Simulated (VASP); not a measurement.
Output of a VASP run:

**OUTCAR**
```
 ion  position               nearest neighbor table
   1  0.499  0.999  0.999-  62 1.89  46 1.89  54 1.89  33 1.93   9 3.02  31 3.07  23 3.08  15 3.08
                            18 3.09  24 3.09  13 3.09   7 3.09   5 3.10   8 3.10   2 3.11   3 3.11
   2  0.750  0.250  0.998-  55 1.88  44 1.89  33 1.90  34 1.90  24 3.07  25 3.07  29 3.09  13 3.09
                             6 3.09  10 3.11   9 3.11   1 3.11  14 3.11   4 3.11   3 3.13  16 3.13
   3  0.750  0.998  0.250-  49 1.88  39 1.89  35 1.90  33 1.90  18 3.07  22 3.07  11 3.09  26 3.09
                             7 3.09  12 3.11   1 3.11   9 3.11  19 3.11   4 3.11   2 3.13  16 3.13
   4  0.001  0.999  0.999-  63 1.88  39 1.90  36 1.90  44 1.90  15 3.07  23 3.08  32 3.08  29 3.08
                            13 3.08  26 3.08   8 3.08   7 3.08   5 3.08  16 3.11   3 3.11   2 3.11
   5  0.249  0.249  0.999-  60 1.89  36 1.89  54 1.89  37 1.92   9 3.02  29 3.06  23 3.08   4 3.08
                            16 3.09  24 3.09  30 3.09  14 3.09   1 3.10   8 3.10   6 3.11  17 3.11
   6  0.500  0.500  0.998-  55 1.88  61 1.89  37 1.90  38 1.90  25 3.07  24 3.07  30 3.09  31 3.09
                             2 3.09   9 3.11  10 3.11   7 3.11   5 3.11  15 3.11  18 3.13  17 3.13
   7  0.751  0.751  0.999-  62 1.89  39 1.89  56 1.89  38 1.92  10 3.02  13 3.06  32 3.08   4 3.08
                            25 3.09   3 3.09   1 3.09  31 3.09  26 3.10  14 3.10   6 3.11  18 3.11
   8  0.249  0.999  0.249-  57 1.89  36 1.89  46 1.89  40 1.93   9 3.02  26 3.07   4 3.08  15 3.08
                            18 3.09  16 3.09  28 3.09  19 3.09   1 3.10   5 3.10  20 3.11  11 3.11
   9  0.493  0.243  0.242-  37 1.86  40 1.86  33 1.86   5 3.02   1 3.02   8 3.02   2 3.11   6 3.11
                            17 3.11  20 3.11   3 3.11  11 3.11
  10  0.757  0.507  0.242-  41 1.86  38 1.86  34 1.86  14 3.02   7 3.02  26 3.02   2 3.11   6 3.11
                            18 3.11  22 3.11  16 3.11  27 3.11
  11  0.501  0.998  0.499-  49 1.88  59 1.89  42 1.90  40 1.90  22 3.07  18 3.07   3 3.09  31 3.09
                            28 3.09  12 3.11   9 3.11   8 3.11  13 3.11  23 3.11  24 3.13  20 3.13
  12  0.758  0.242  0.508-  42 1.86  43 1.86  35 1.86  19 3.01  29 3.02  13 3.02   3 3.11  16 3.11
                            27 3.11  11 3.11  25 3.11  24 3.11
  13  0.751  0.998  0.751-  62 1.89  44 1.89  53 1.89  42 1.93  12 3.02   7 3.06  32 3.08   4 3.08
                            22 3.09   2 3.09  31 3.09   1 3.09  29 3.10  19 3.10  11 3.11  24 3.11
  14  0.001  0.501  0.999-  60 1.89  45 1.89  56 1.89  34 1.92  10 3.02  30 3.06  32 3.08  15 3.08
                            17 3.09  25 3.09  29 3.09   5 3.09  26 3.10   7 3.10   2 3.11  16 3.11
  15  0.249  0.751  0.999-  63 1.88  45 1.90  46 1.90  61 1.90   4 3.07  23 3.07  32 3.07   8 3.08
                            26 3.08  31 3.08  30 3.08  14 3.08   1 3.08  17 3.11   6 3.11  18 3.11
  16  0.002  0.250  0.250-  47 1.88  36 1.89  35 1.90  34 1.90  20 3.07  17 3.07   8 3.09   5 3.09
                            27 3.09  12 3.11  10 3.11  14 3.11   4 3.11  19 3.11   3 3.13   2 3.13
  17  0.248  0.500  0.250-  47 1.88  45 1.89  48 1.90  37 1.90  27 3.07  16 3.07  26 3.09  14 3.09
                            20 3.09  21 3.11   9 3.11  28 3.11  15 3.11   5 3.11  18 3.13   6 3.13
  18  0.500  0.752  0.250-  49 1.88  46 1.89  48 1.90  38 1.90  11 3.07   3 3.07   8 3.09   1 3.09
                            22 3.09  21 3.11  10 3.11  28 3.11   7 3.11  15 3.11  17 3.13   6 3.13
  19  0.002  0.998  0.501-  57 1.89  53 1.89  50 1.89  35 1.93  12 3.01  28 3.06  32 3.08  23 3.08
                            20 3.09  22 3.09  26 3.09   8 3.09  13 3.10  29 3.10   3 3.11  16 3.11
  20  0.248  0.250  0.500-  47 1.88  50 1.89  51 1.90  40 1.90  16 3.07  27 3.07  29 3.09  19 3.09
                            17 3.09  21 3.11   9 3.11  30 3.11   8 3.11  23 3.11  24 3.13  11 3.13
  21  0.492  0.507  0.507-  51 1.86  52 1.86  48 1.86  28 3.02  30 3.02  31 3.02  17 3.11  18 3.11
                            20 3.11  22 3.11  24 3.11  25 3.11
  22  0.750  0.752  0.499-  49 1.88  53 1.89  52 1.90  41 1.90  11 3.07   3 3.07  13 3.09  18 3.09
                            19 3.09  21 3.11  10 3.11  31 3.11  26 3.11  32 3.11  25 3.13  27 3.13
  23  0.249  0.999  0.751-  63 1.88  54 1.90  50 1.90  59 1.90  15 3.07   4 3.08  32 3.08  31 3.08
                            29 3.08   1 3.08  19 3.08   5 3.08  28 3.08  20 3.11  24 3.11  11 3.11
  24  0.501  0.250  0.752-  55 1.88  54 1.89  51 1.90  42 1.90   6 3.07   2 3.07  25 3.09   1 3.09
                             5 3.09  21 3.11  12 3.11  30 3.11  23 3.11  13 3.11  11 3.13  20 3.13
  25  0.750  0.499  0.752-  55 1.88  56 1.89  52 1.90  43 1.90   6 3.07   2 3.07  24 3.09  14 3.09
                             7 3.09  12 3.11  21 3.11  31 3.11  32 3.11  29 3.11  22 3.13  27 3.13
  26  0.001  0.751  0.249-  57 1.89  39 1.89  45 1.89  41 1.93  10 3.02   8 3.07   4 3.08  15 3.08
                            17 3.09   3 3.09  19 3.09  28 3.09   7 3.10  14 3.10  22 3.11  27 3.11
  27  0.002  0.499  0.499-  47 1.88  58 1.89  43 1.90  41 1.90  20 3.07  17 3.07  30 3.09  16 3.09
                            28 3.09  12 3.11  10 3.11  32 3.11  26 3.11  29 3.11  25 3.13  22 3.13
  28  0.249  0.751  0.501-  57 1.89  58 1.89  59 1.89  48 1.93  21 3.02  19 3.06  23 3.08  32 3.08
                            27 3.09  11 3.09   8 3.09  26 3.09  31 3.10  30 3.10  17 3.11  18 3.11
  29  0.002  0.249  0.751-  60 1.89  44 1.89  50 1.89  43 1.93  12 3.02   5 3.06   4 3.08  23 3.08
                            20 3.09   2 3.09  14 3.09  30 3.09  13 3.10  19 3.10  27 3.11  25 3.11
  30  0.249  0.501  0.751-  60 1.89  61 1.89  58 1.89  51 1.93  21 3.02  14 3.06  32 3.08  15 3.08
                             6 3.09  27 3.09   5 3.09  29 3.09  31 3.10  28 3.10  20 3.11  24 3.11
  31  0.499  0.751  0.751-  62 1.89  61 1.89  59 1.89  52 1.93  21 3.02   1 3.07  23 3.08  15 3.08
                             6 3.09  11 3.09  13 3.09   7 3.09  28 3.10  30 3.10  22 3.11  25 3.11
  32  0.001  0.751  0.751-  63 1.88  56 1.90  53 1.90  58 1.90  15 3.07   4 3.08  23 3.08  13 3.08
                            30 3.08  14 3.08  19 3.08   7 3.08  28 3.08  27 3.11  25 3.11  22 3.11
  33  0.626  0.126  0.125-   9 1.86   2 1.90   3 1.90   1 1.93
  34  0.875  0.374  0.125-  10 1.86   2 1.90  16 1.90  14 1.92
  35  0.875  0.125  0.374-  12 1.86  16 1.90   3 1.90  19 1.93
  36  0.125  0.125  0.125-   5 1.89   8 1.89  16 1.89   4 1.90
  37  0.376  0.376  0.125-   9 1.86   6 1.90  17 1.90   5 1.92
  38  0.624  0.624  0.125-  10 1.86   6 1.90  18 1.90   7 1.92
  39  0.875  0.875  0.125-   7 1.89   3 1.89  26 1.89   4 1.90
  40  0.376  0.125  0.376-   9 1.86  11 1.90  20 1.90   8 1.93
  41  0.875  0.624  0.376-  10 1.86  27 1.90  22 1.90  26 1.93
  42  0.624  0.125  0.624-  12 1.86  11 1.90  24 1.90  13 1.93
  43  0.875  0.376  0.624-  12 1.86  27 1.90  25 1.90  29 1.93
  44  0.875  0.125  0.875-  29 1.89  13 1.89   2 1.89   4 1.90
  45  0.125  0.625  0.124-  14 1.89  17 1.89  26 1.89  15 1.90
  46  0.375  0.875  0.124-   1 1.89  18 1.89   8 1.89  15 1.90
  47  0.125  0.375  0.375-  16 1.88  17 1.88  20 1.88  27 1.88
...
```

**OSZICAR**
```
       N       E                     dE             d eps       ncg     rms          rms(c)
DAV:   1    -0.548589622301E+03   -0.54859E+03   -0.95910E+00   632   0.781E+00    0.148E+01
DAV:   2    -0.548716209015E+03   -0.12659E+00   -0.27965E-01   698   0.124E+00    0.106E+01
DAV:   3    -0.548722123647E+03   -0.59146E-02   -0.36739E-02   704   0.471E-01    0.627E+00
DAV:   4    -0.548715731046E+03    0.63926E-02   -0.93282E-03   716   0.224E-01    0.362E+00
DAV:   5    -0.548713499384E+03    0.22317E-02   -0.15336E-03   724   0.908E-02    0.208E+00
DAV:   6    -0.548712750555E+03    0.74883E-03   -0.53409E-04   708   0.551E-02    0.118E+00
DAV:   7    -0.548712526006E+03    0.22455E-03   -0.15794E-04   706   0.297E-02    0.673E-01
DAV:   8    -0.548712453587E+03    0.72419E-04   -0.33492E-05   492   0.153E-02    0.390E-01
DAV:   9    -0.548712432488E+03    0.21098E-04   -0.20956E-05   420   0.119E-02    0.219E-01
DAV:  10    -0.548712427854E+03    0.46343E-05   -0.68889E-06   412   0.633E-03
   1 F= -.54871243E+03 E0= -.54871243E+03  d E =-.356306E-09  mag=     3.0000
```

File OUTCAR:
```
------------------------ aborting loop because EDIFF is reached ----------------------------------------
  volume of cell :      671.84
      direct lattice vectors                 reciprocal lattice vectors
     8.758331436  0.000000000  0.000000000     0.114176999  0.000000000  0.000000000
     0.000000000  8.758331436  0.000000000     0.000000000  0.114176999  0.000000000
     0.000000000  0.000000000  8.758331436     0.000000000  0.000000000  0.114176999
  FREE ENERGIE OF THE ION-ELECTRON SYSTEM (eV)
  ---------------------------------------------------
  free  energy   TOTEN  =      -548.7124278540 eV

  energy  without entropy=     -548.7124278536  energy(sigma->0) =     -548.71242785

  exchange ACFDT corr.  =         0.00000000  see jH, gK, PRB 81, 115126

 total charge

# of ion       s       p       d       tot
------------------------------------------
    1        0.706   0.962   0.000   1.667
    2        0.705   0.970   0.000   1.675
    3        0.705   0.970   0.000   1.675
    4        0.704   0.969   0.000   1.673
    5        0.706   0.962   0.000   1.668
    6        0.705   0.969   0.000   1.674
    7        0.706   0.962   0.000   1.668
    8        0.706   0.962   0.000   1.667
    9        0.739   0.911   0.000   1.650
   10        0.739   0.911   0.000   1.650
   11        0.705   0.969   0.000   1.675
   12        0.740   0.910   0.000   1.649
   13        0.706   0.963   0.000   1.668
   14        0.706   0.962   0.000   1.668
   15        0.704   0.970   0.000   1.674
   16        0.705   0.970   0.000   1.675
   17        0.705   0.970   0.000   1.675
   18        0.705   0.970   0.000   1.675
   19        0.705   0.963   0.000   1.668
   20        0.705   0.970   0.000   1.675
   21        0.739   0.907   0.000   1.647
   22        0.705   0.970   0.000   1.675
   23        0.704   0.970   0.000   1.674
   24        0.705   0.971   0.000   1.676
   25        0.705   0.971   0.000   1.676
   26        0.706   0.962   0.000   1.667
   27        0.705   0.970   0.000   1.675
   28        0.705   0.963   0.000   1.668
   29        0.706   0.963   0.000   1.668
   30        0.705   0.963   0.000   1.668
   31        0.705   0.963   0.000   1.668
   32        0.704   0.970   0.000   1.674
   33        0.844   1.683   0.000   2.528
   34        0.844   1.683   0.000   2.527
   35        0.844   1.686   0.000   2.530
   36        0.840   1.701   0.000   2.541
   37        0.845   1.681   0.000   2.527
   38        0.845   1.681   0.000   2.526
   39        0.840   1.701   0.000   2.541
   40        0.846   1.678   0.000   2.525
   41        0.846   1.678   0.000   2.525
   42        0.845   1.681   0.000   2.526
   43        0.845   1.681   0.000   2.527
   44        0.841   1.701   0.000   2.541
   45        0.840   1.701   0.000   2.541
   46        0.841   1.701   0.000   2.541
   47        0.836   1.713   0.000   2.550
   48        0.844   1.686   0.000   2.530
   49        0.836   1.714   0.000   2.550
   50        0.841   1.700   0.000   2.541
   51        0.845   1.683   0.000   2.527
   52        0.844   1.683   0.000   2.527
...
```
(Selected blocks of OUTCAR.)

POSCAR:
```
C31Si32
1
    8.7583314355     0.0000000000     0.0000000000
    0.0000000000     8.7583314355     0.0000000000
    0.0000000000     0.0000000000     8.7583314355
Si C
32 31
Direct
  0.4991381446   0.9986806970   0.9985737593
  0.7496833774   0.2502231418   0.9978532316
  0.7496794097   0.9978715989   0.2502590628
  0.0009775914   0.9989619453   0.9990525759
  0.2488340913   0.2489342920   0.9985049684
  0.5003323548   0.4996471822   0.9976477896
  0.7509687094   0.7511439396   0.9985136984
  0.2488456115   0.9986115926   0.2488492416
  0.4925240795   0.2426769990   0.2422147063
  0.7573925094   0.5072965736   0.2422173624
  0.5005925828   0.9979011607   0.4994398553
  0.7583006436   0.2417547484   0.5077705445
  0.7511848309   0.9983854986   0.7512973634
  0.0012371372   0.5008060743   0.9985240012
  0.2490807850   0.7508443441   0.9989420068
  0.0022347812   0.2502006192   0.2502494605
  0.2478937605   0.4996892391   0.2501325011
  0.5003474485   0.7519955021   0.2501879463
  0.0015260815   0.9983434978   0.5008635174
  0.2480178739   0.2502426769   0.4995165543
  0.4923293168   0.5074786565   0.5071900444
  0.7495545377   0.7518280879   0.4994682796
  0.2493397430   0.9990254888   0.7507193699
  0.5005362550   0.2503117726   0.7518580454
  0.7495708377   0.4994313017   0.7518332565
  0.0012139494   0.7511431446   0.2487881233
  0.0021058743   0.4994051022   0.4994684174
  0.2487534814   0.7512163869   0.5007045095
  0.0015088482   0.2487150532   0.7513239827
  0.2487051447   0.5008327128   0.7511085416
  0.4990282921   0.7512315296   0.7510457819
  0.0008808667   0.7505451583   0.7506863431
  0.6263509062   0.1255199341   0.1252908837
  0.8746061524   0.3735455669   0.1252742580
  0.8749244248   0.1251176410   0.3735141142
  0.1251775527   0.1247410048   0.1245276902
  0.3755090111   0.3763054800   0.1250564491
  0.6237481534   0.6243853525   0.1251151247
  0.8751168109   0.8749284104   0.1245338483
  0.3757226132   0.1254429237   0.3759812771
  0.8745069950   0.6241991091   0.3759859794
  0.6240010630   0.1251725577   0.6243501989
  0.8748756369   0.3760584614   0.6243869407
  0.8752557515   0.1246458201   0.8748992075
  0.1250085382   0.6250992318   0.1244084046
  0.3749192852   0.8748281451   0.1244639401
  0.1251919918   0.3748558105   0.3745758130
  0.3754667911   0.6245124075   0.3733260106
  0.6251631223   0.8748752337   0.3745442391
  0.1252927491   0.1246251160   0.6248566878
  0.3755710169   0.3735606898   0.6242132738
  0.6262451204   0.6243358843   0.6241593592
  0.8752373033   0.8745582187   0.6247908487
  0.3750556189   0.1248224938   0.8745419288
  0.6251498814   0.3748670228   0.8746502800
  0.8750919581   0.6249036895   0.8745210047
  0.1250414712   0.8748175738   0.3745937076
  0.1249949253   0.6249105683   0.6246824795
  0.3750464752   0.8750561563   0.6246438571
  0.1250848312   0.3748449872   0.8747773054
  0.3748417517   0.6251255251   0.8746291232
  0.6250417770   0.8747982740   0.8746938235
  0.1250503692   0.8748479917   0.8745130992
```

### Question
Write an INCAR and KPOINTS that could have produced this output.

### Answer
This is not unique; one that fits is the input of the run itself, HSE06 screened hybrid, plane waves, VASP's PBE PAW potentials (set 64).

**INCAR**
```
SYSTEM = C31Si32
PREC = Normal
ENCUT = 400
EDIFF = 1E-5
NELM = 50
ALGO = Normal
LREAL = Auto
LASPH = .TRUE.
ISMEAR = 0
SIGMA = 0.05
GGA = PE
LWAVE = .FALSE.
LCHARG = .FALSE.
NELMIN = 4
ISYM = 0
NELECT = 251.0
ISPIN = 2
NUPDOWN = 3
MAGMOM = 63*0.0476
LORBIT = 10
HFSCREEN = 0.2
AEXX = 0.25
LHFCALC = .TRUE.
PRECFOCK = Fast
ISIF = 0
```

KPOINTS:
```
K-points
0
Gamma
1 1 1
```

POTCAR, in this order: Si C (PBE.64 set). Program: vasp_gam. Read from the step before: WAVECAR.

The cell is charged, with a uniform compensating background. The supercell is sampled at Γ alone, which is coarse: total energies, pressure and levels can be off, energies of defects by several tenths of an eV.

The cell is a supercell with a defect, built from SiC (zinc blende): vac_C, charge +1. The cell's shape comes from a PBE relaxation.
